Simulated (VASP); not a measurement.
## Fe (Iron-alpha): the relaxed cell at several levels

How close do the usual functionals, with and without dispersion, come to the cell of Fe (Iron-alpha)? The levels: LDA, PBEsol, PBE, r2SCAN, PBE + D3(BJ), r2SCAN + rVV10, optB86b-vdW and PBEsol + D3(BJ). LASPH is on for some levels and off for others; the table marks which. The start is a cell from a database of measured crystal structures.

Main program and level: VASP 6.6.1; LDA, spin-polarised from a ferromagnetic start (one magnetic atom a cell); plane waves and PAW (Fe), in the first sound run; inputs show where later runs differ.

The experiments to compare with:

For Fe, bcc (commercial iron metal powder), “Abiotic ammonium formation in the presence of Ni-Fe metals and alloys and its implications for the Hadean nitrogen cycle” (2008, pmc:2430951) gives, by powder XRD, LeBail refinement: lattice constant a (cubic cell parameter a) 2.866 ± 0.001 Å [commercial metal powder; measurement temperature not stated].

### Step 1. Starting point

The structure is cubic, space group Im-3m (No. 229). Conventional cell: a = 2.866 Å, b = 2.866 Å, c = 2.866 Å, α = 90.00°, β = 90.00°, γ = 90.00°. Nearest to Fe lie 8 Fe at 2.48 Å.

As a file:

```xyz
1
Lattice="-1.4332 1.4332 1.4332 1.4332 -1.4332 1.4332 1.4332 1.4332 -1.4332" Properties=species:S:1:pos:R:3 pbc="T T T"
Fe    0.0000    0.0000    0.0000
```

### Step 2. Magnetic start: ferromagnetic

The properties of a magnet depend on its order, so a few collinear patterns are compared first on the cell as listed, beginning with all moments parallel. LDA, the lowest rung, knows the local density alone.

Contents of INCAR:

```
SYSTEM = Fe
PREC = Accurate
ENCUT = 400
EDIFF = 1E-06
NELM = 100
ISMEAR = -1
SIGMA = 0.05
LREAL = .FALSE.
ALGO = Normal
GGA = CA
NBANDS = 12
ISPIN = 2
MAGMOM = 3
LMAXMIX = 4
LORBIT = 11
LWAVE = .FALSE.
LCHARG = .FALSE.
KPAR = 4
ISIF = 2
```

Contents of POSCAR:

```
Fe
1.0
   -1.4332500000      1.4332500000      1.4332500000
    1.4332500000     -1.4332500000      1.4332500000
    1.4332500000      1.4332500000     -1.4332500000
Fe
1
Direct
    0.0000000000      0.0000000000      0.0000000000
```

Contents of KPOINTS:

```
Automatic mesh
0
Gamma
11 11 11
0 0 0
```

PAW data sets: Fe (PBE family, release 64).

Started as:

```
$ mpirun -np 4 vasp_std
```

Output:

```text
[banner, memory and clock lines left out]
running    4 mpi-ranks, on    1 nodes
 distrk:  each k-point on    1 cores,    4 groups
 distr:  one band on    1 cores,    1 groups

 POSCAR found type information on POSCAR Fe
 POSCAR found :  1 types and       1 ions
|                                                                             |
|               ----> ADVICE to this user running VASP <----                  |
|                                                                             |
|     You enforced a specific xc type in the INCAR file but a different       |
|     [... a line on the potential file left out ...]
|     I HOPE YOU KNOW WHAT YOU ARE DOING!                                     |
|                                                                             |

 LDA part: xc-table for (Slater(with rela. corr.)+CA(PZ))
 , standard interpolation
 POSCAR, INCAR and KPOINTS ok, starting setup
 FFT: planning ... GRIDC
 FFT: planning ... GRID_SOFT
 FFT: planning ... GRID
 WAVECAR not read
 entering main loop
       N       E                     dE             d eps       ncg     rms          rms(c)
DAV:   1     0.142957657065E+02    0.14296E+02   -0.34166E+03  3000   0.662E+02
DAV:   2    -0.984300136157E+01   -0.24139E+02   -0.22199E+02  2800   0.115E+02
DAV:   3    -0.103878319433E+02   -0.54483E+00   -0.54208E+00  3108   0.198E+01
DAV:   4    -0.103898230692E+02   -0.19911E-02   -0.19909E-02  3044   0.104E+00
DAV:   5    -0.103898367745E+02   -0.13705E-04   -0.13706E-04  3076   0.874E-02    0.119E+01
DAV:   6    -0.925908813207E+01    0.11307E+01   -0.12850E+01  3024   0.467E+01    0.596E+00
DAV:   7    -0.914424849395E+01    0.11484E+00   -0.96342E-01  3100   0.123E+01    0.327E+00
DAV:   8    -0.913617656949E+01    0.80719E-02   -0.43284E-03  3228   0.430E-01    0.114E+00
DAV:   9    -0.912788522524E+01    0.82913E-02   -0.45966E-03  3640   0.371E-01    0.320E-01
DAV:  10    -0.912766045666E+01    0.22477E-03   -0.20162E-04  3116   0.183E-01    0.633E-02
DAV:  11    -0.912766081075E+01   -0.35409E-06   -0.52109E-05  3532   0.512E-02    0.244E-02
DAV:  12    -0.912766395421E+01   -0.31435E-05   -0.19407E-06  1716   0.155E-02    0.105E-02
DAV:  13    -0.912766500694E+01   -0.10527E-05   -0.70597E-07  1712   0.912E-03    0.810E-03
DAV:  14    -0.912766416444E+01    0.84250E-06   -0.67993E-08  1448   0.355E-03
   1 F= -.91276642E+01 E0= -.91237860E+01  d E =-.775637E-02  mag=     2.2370
```

Run time: 3.4 s. Hardware: 4 MPI ranks of AMD EPYC 7R43, shared host; peak memory 0.35 GiB.

Lines that name or quote the potential files are left out of all logs, and their timing lines are given in words.

From OUTCAR (step 2):

```text
ion  position               nearest neighbor table
   1  0.000  0.000  0.000-

  LATTYP: Found a body centered cubic cell.
 ALAT       =     2.8665000000

 Subroutine GETGRP returns: Found 48 space group operations
 (whereof 48 operations were pure point group operations)

The static configuration has the point symmetry O_h .

 Found     56 irreducible k-points:

   k-points           NKPTS =     56   k-points in BZ     NKDIM =     56   number of bands    NBANDS=     12

   dimension x,y,z NGX =    16 NGY =   16 NGZ =   16
   dimension x,y,z NGXF=    32 NGYF=   32 NGZF=   32

   ENCUT  =  400.0 eV  29.40 Ry    5.42 a.u.   4.05  4.05  4.05*2*pi/ulx,y,z

   NELECT =       8.0000    total number of electrons

 k-points in reciprocal lattice and weights: Automatic mesh
   0.00000000  0.00000000  0.00000000       0.001
   0.09090909  0.00000000  0.00000000       0.009
   0.18181818  0.00000000  0.00000000       0.009
   0.27272727  0.00000000  0.00000000       0.009
   0.36363636  0.00000000  0.00000000       0.009
   0.45454545  0.00000000  0.00000000       0.009
   0.09090909  0.09090909  0.00000000       0.018
   0.18181818  0.09090909  0.00000000       0.036
   0.27272727  0.09090909  0.00000000       0.036
[...]
-0.45454545 -0.45454545  0.36363636       0.006
  -0.45454545  0.45454545  0.45454545       0.005

 average (electrostatic) potential at core
       1 -43.3313

 E-fermi :   5.1177

 spin component 1
 k-point     1 :       0.0000    0.0000    0.0000
  band No.  band energies     occupation
    ...
      2       2.8901      1.00000
      3       2.8901      1.00000
      4       2.8901      1.00000
      5       4.1829      1.00000
      6       4.1829      1.00000
      7      29.6563      0.00000
      8      29.6563      0.00000
      9      29.6563      0.00000
     10      34.5590      0.00000
     11      34.5590      0.00000
    ...

 k-point     2 :       0.0909    0.0000    0.0000
  band No.  band energies     occupation
    ...
      2       2.8015      1.00000
      3       2.8803      1.00000
      4       3.0654      1.00000
      5       4.0993      1.00000
      6       4.1902      1.00000
      7      27.5902      0.00000
      8      29.0998      0.00000
      9      29.3929      0.00000
     10      33.4105      0.00000
     11      33.5552      0.00000
    ...

 k-point     3 :       0.1818    0.0000    0.0000
  band No.  band energies     occupation
    ...
      2       2.5699      1.00000
      3       2.8087      1.00000
      4       3.5573      1.00000
      5       3.9832      1.00000
      6       4.2156      1.00000
      7      23.6310      0.00000
      8      27.3587      0.00000
      9      28.8798      0.00000
     10      30.4181      0.00000
     11      32.3440      0.00000
    ...

 k-point     4 :       0.2727    0.0000    0.0000
  band No.  band energies     occupation
    ...
      2       2.2771      1.00000
      3       2.8051      1.00000
      4       4.0201      1.00000
      5       4.2539      1.00000
      6       4.2618      1.00000
      7      19.4008      0.00000
      8      25.4253      0.00000
      9      27.8199      0.00000
     10      28.4283      0.00000
     11      31.6981      0.00000
    ...

 k-point     5 :       0.3636    0.0000    0.0000
  band No.  band energies     occupation
    ...
      2       2.0178      1.00000
      3       3.5752      1.00000
      4       4.1847      1.00000
      5       4.3181      1.00000
      6       4.9601      0.95899
      7      15.4928      0.00000
      8      23.9481      0.00000
      9      25.8339      0.00000
     10      28.1282      0.00000
     11      31.5383      0.00000
    ...

 k-point     6 :       0.4545    0.0000    0.0000
  band No.  band energies     occupation
      1       0.3552      1.00000
      2       1.8679      1.00000
      3       4.1800      1.00000
      4       4.3579      1.00000
      5       5.2047      0.14942
      6       5.4184      0.00244
      7      12.6124      0.00000
      8      23.1610      0.00000
      9      24.7326      0.00000
    ...

  Total       -1.6380113     -1.6380113     -1.6380113     -0.0000000     -0.0000000      0.0000000
  in kB     -222.8443595   -222.8443595   -222.8443595     -0.0000000     -0.0000000      0.0000000
  external PRESSURE =    -222.8443595 kB  Pullay stress =       0.0000000 kB

  energy-cutoff  :      400.00
  volume of cell :       11.78
      direct lattice vectors                 reciprocal lattice vectors
    -1.433250000  1.433250000  1.433250000     0.000000000  0.348857492  0.348857492
     1.433250000 -1.433250000  1.433250000     0.348857492  0.000000000  0.348857492
     1.433250000  1.433250000 -1.433250000     0.348857492  0.348857492  0.000000000

 POSITION                                       TOTAL-FORCE (eV/Angst)
 -----------------------------------------------------------------------------------
      0.00000      0.00000      0.00000        -0.000000      0.000000     -0.000000
 -----------------------------------------------------------------------------------
    total drift:                                0.000000      0.000000      0.000000

  FREE ENERGIE OF THE ION-ELECTRON SYSTEM (eV)
  ---------------------------------------------------
  free  energy   TOTEN  =        -9.1276641644 eV

  energy  without entropy=       -9.1199077951  energy(sigma->0) =       -9.12378598

 total charge
# of ion       s       p       d       tot
------------------------------------------
    1        0.476   0.504   6.237   7.217

 magnetization (x)
# of ion       s       p       d       tot
------------------------------------------
    1       -0.010  -0.033   2.259   2.215

[... 6 further parts left out ...]
```

The k-mesh is coarse for a metal. The PAW data sets were made with PBE, though LDA sets exist; this is a small mismatch. At this level the cell is under a tension of 22.3 GPa, so at these settings it is away from equilibrium.

This step gave:

```yaml
scf_cycles: 14
electrons: 8
bands: 12
irreducible_k_points: 56
symmetry_operations: 48
free_energy_toten: -9.128 eV
energy_at_zero_smearing: -9.124 eV
fermi_energy: 5.118 eV
pressure: -22.28 GPa
moment_of_the_cell_from_the_last_line_of_the_log: 2.237 μB
metallic_judged_on_the_points_sampled: yes
```

Spin moment in the PAW sphere by atom:

```tsv
atom	spin moment in the PAW sphere (μB)
Fe1	2.21
```

The run ends ferromagnetic with a largest moment of 2.21 μB, and the mesh shows no gap.

### Step 3. Magnetic start: antiferromagnetic, q = (0, 0, 1/2)

This step: LDA, spin-polarised from an antiferromagnetic start; plane waves and PAW (Fe) (VASP 6.6.1).

System of this step: Fe (Iron-alpha). Symmetry: Im-3m, No. 229, cubic system. The conventional cell has a = 2.866 Å, b = 2.866 Å, c = 2.866 Å, α = 90.00°, β = 90.00°, γ = 90.00°. Nearest to Fe lie 8 Fe at 2.48 Å.

Next, a pattern with opposite moments, which needs a doubled cell; q is given in the reciprocal vectors of the primitive cell.

Changes to INCAR since step 2:

```diff
@@ -10,5 +10,5 @@
 GGA = CA
-NBANDS = 12
+NBANDS = 15
 ISPIN = 2
-MAGMOM = 3
+MAGMOM = 3 -3
 LMAXMIX = 4
```

Contents of POSCAR:

```
Fe
1.0
   -1.4332500000      1.4332500000      1.4332500000
    1.4332500000     -1.4332500000      1.4332500000
    2.8665000000      2.8665000000     -2.8665000000
Fe
2
Direct
    0.0000000000      0.0000000000      0.0000000000
    0.0000000000      0.0000000000      0.5000000000
```

KPOINTS is that of step 2.

Started as:

```
$ mpirun -np 4 vasp_std
```

Output:

```text
[banner, memory and clock lines left out]
running    4 mpi-ranks, on    1 nodes
 distrk:  each k-point on    1 cores,    4 groups
 distr:  one band on    1 cores,    1 groups

 POSCAR found type information on POSCAR Fe
 POSCAR found :  1 types and       2 ions
 [... a notice as in an earlier step ...]

 LDA part: xc-table for (Slater(with rela. corr.)+CA(PZ))
 , standard interpolation
 POSCAR, INCAR and KPOINTS ok, starting setup
 FFT: planning ... GRIDC
 FFT: planning ... GRID_SOFT
 FFT: planning ... GRID
 WAVECAR not read
 entering main loop
       N       E                     dE             d eps       ncg     rms          rms(c)
DAV:   1     0.646651298777E+02    0.64665E+02   -0.61679E+03 13584   0.112E+03
DAV:   2    -0.192641345086E+02   -0.83929E+02   -0.75277E+02 12988   0.223E+02
DAV:   3    -0.209444122802E+02   -0.16803E+01   -0.16205E+01 15599   0.455E+01
DAV:   4    -0.209551571375E+02   -0.10745E-01   -0.10743E-01 15284   0.309E+00
DAV:   5    -0.209553115119E+02   -0.15437E-03   -0.15437E-03 15844   0.373E-01    0.171E+01
DAV:   6    -0.181724221678E+02    0.27829E+01   -0.14762E+01 13387   0.781E+01    0.828E+00
DAV:   7    -0.179094913602E+02    0.26293E+00   -0.13541E+00 14920   0.227E+01    0.403E+00
DAV:   8    -0.178895876257E+02    0.19904E-01   -0.93874E-03 15417   0.111E+00    0.106E+00
DAV:   9    -0.178737012579E+02    0.15886E-01   -0.38212E-03 18000   0.104E+00    0.333E-01
DAV:  10    -0.178711925933E+02    0.25087E-02   -0.87004E-04 13450   0.441E-01    0.710E-02
DAV:  11    -0.178711709575E+02    0.21636E-04   -0.20386E-05 17541   0.608E-02    0.462E-02
DAV:  12    -0.178711711026E+02   -0.14506E-06   -0.31598E-06 13022   0.262E-02
   1 F= -.17871171E+02 E0= -.17854810E+02  d E =-.327217E-01  mag=    -0.0000
```

It took 18 s on 4 MPI ranks; peak memory 0.57 GiB.

From OUTCAR (step 3):

```text
  LATTYP: Found a base centered orthorhombic cell.
 ALAT       =     2.8665000000
 B/A-ratio  =     1.4142135624
 C/A-ratio  =     1.4142135624

 Subroutine GETGRP returns: Found  8 space group operations
 (whereof  8 operations were pure point group operations)

The static configuration has the point symmetry D_2h.

 Found    216 irreducible k-points:

   k-points           NKPTS =    216   k-points in BZ     NKDIM =    216   number of bands    NBANDS=     15

   dimension x,y,z NGX =    16 NGY =   16 NGZ =   32
   dimension x,y,z NGXF=    32 NGYF=   32 NGZF=   64

   ENCUT  =  400.0 eV  29.40 Ry    5.42 a.u.   4.05  4.05  8.10*2*pi/ulx,y,z

   NELECT =      16.0000    total number of electrons

 E-fermi :   5.3187

 spin component 1
 k-point     1 :       0.0000    0.0000    0.0000
  band No.  band energies     occupation
    ...
      4       3.4525      1.00000
      5       3.5793      1.00000
      6       4.0583      1.00000
      7       4.2753      1.00000
      8       4.5415      1.00000
      9       5.6767      0.00078
     10       6.1138      0.00000
     11       6.2541      0.00000
     12       6.6124      0.00000
     13      12.7429      0.00000
    ...

 k-point     2 :       0.0909    0.0000    0.0000
  band No.  band energies     occupation
    ...
      5       3.6099      1.00000
      6       4.0185      1.00000
      7       4.1246      1.00000
      8       4.4915      1.00000
      9       5.0541      0.99499
     10       6.0898      0.00000
     11       6.2746      0.00000
     12       7.2905      0.00000
     13      13.2472      0.00000
     14      21.7970      0.00000
    ...

 k-point     3 :       0.1818    0.0000    0.0000
  band No.  band energies     occupation
    ...
      5       3.3760      1.00000
      6       3.9547      1.00000
      7       4.1486      1.00000
      8       4.3691      1.00000
      9       4.8758      0.99986
     10       6.0709      0.00000
     11       6.1874      0.00000
     12       7.9264      0.00000
     13      14.7890      0.00000
     14      18.7810      0.00000
    ...

 k-point     4 :       0.2727    0.0000    0.0000
  band No.  band energies     occupation
    ...
      5       3.1233      1.00000
      6       3.8669      1.00000
      7       4.2617      1.00000
      8       4.4328      1.00000
      9       5.3147      0.51996
     10       6.0780      0.00000
     11       6.2154      0.00000
     12       8.0397      0.00000
     13      15.8633      0.00000
     14      17.3797      0.00000
    ...

  Total       -4.3272242     -4.3272242     -3.0847033      0.8968761      0.0000000      0.0000000
  in kB     -294.3500656   -294.3500656   -209.8302724     61.0080592      0.0000000      0.0000000
  external PRESSURE =    -266.1768012 kB  Pullay stress =       0.0000000 kB

  energy-cutoff  :      400.00
  volume of cell :       23.55
      direct lattice vectors                 reciprocal lattice vectors
    -1.433250000  1.433250000  1.433250000     0.000000000  0.348857492  0.348857492
     1.433250000 -1.433250000  1.433250000     0.348857492  0.000000000  0.348857492
     2.866500000  2.866500000 -2.866500000     0.174428746  0.174428746  0.000000000

 POSITION                                       TOTAL-FORCE (eV/Angst)
 -----------------------------------------------------------------------------------
      0.00000      0.00000      0.00000        -0.000000      0.000000      0.000000
      1.43325      1.43325     -1.43325         0.000000     -0.000000     -0.000000
 -----------------------------------------------------------------------------------
    total drift:                                0.000000      0.000000     -0.000000

  FREE ENERGIE OF THE ION-ELECTRON SYSTEM (eV)
  ---------------------------------------------------
  free  energy   TOTEN  =       -17.8711711026 eV

  energy  without entropy=      -17.8384493526  energy(sigma->0) =      -17.85481023

 total charge
# of ion       s       p       d       tot
------------------------------------------
    1        0.477   0.514   6.220   7.211
    2        0.477   0.514   6.220   7.211
--------------------------------------------------
tot          0.953   1.027  12.440  14.421

 magnetization (x)
# of ion       s       p       d       tot
------------------------------------------
    1        0.009   0.025   1.820   1.853
    2       -0.009  -0.025  -1.820  -1.853
--------------------------------------------------
tot          0.000   0.000   0.000   0.000

[... 6 further parts left out ...]
```

At this level the cell is under a tension of 26.6 GPa, so at these settings it is away from equilibrium.

Numbers from this step:

* SCF cycles: 12
* electrons: 16
* bands: 15
* irreducible k-points: 216
* symmetry operations: 8
* free energy (TOTEN): -17.87 eV
* energy at zero smearing: -17.85 eV
* Fermi energy: 5.319 eV
* pressure: -26.62 GPa

Spin moment in the PAW sphere by atom:

```tsv
atom	spin moment in the PAW sphere (μB)
Fe1	1.85
Fe2	-1.85
```

The energy lies +196.4 meV an atom from the first pattern. The run ends antiferromagnetic with a largest moment of 1.85 μB, and the mesh shows no gap.

[end of part 1 of 4]

[Lines on the potential files, build, host, timing and source positions are cut from VASP's logs without a mark.]

[Logs are printed without paths, hosts, clocks, repeated set-up lines and the standing remarks that a program may print on its own settings, such as how far it seeks lower states.]

[Hosts, paths, dates, database ids (printed as entryN), source tags and the programs' standing remarks are cut or masked in the printed files.]

[A measured line is paired with the nearest computed mode of its activity, which favours agreement.]

[In band tables of VASP the shares of atoms and orbitals are scaled to a sum of 1 inside the atoms' spheres.]
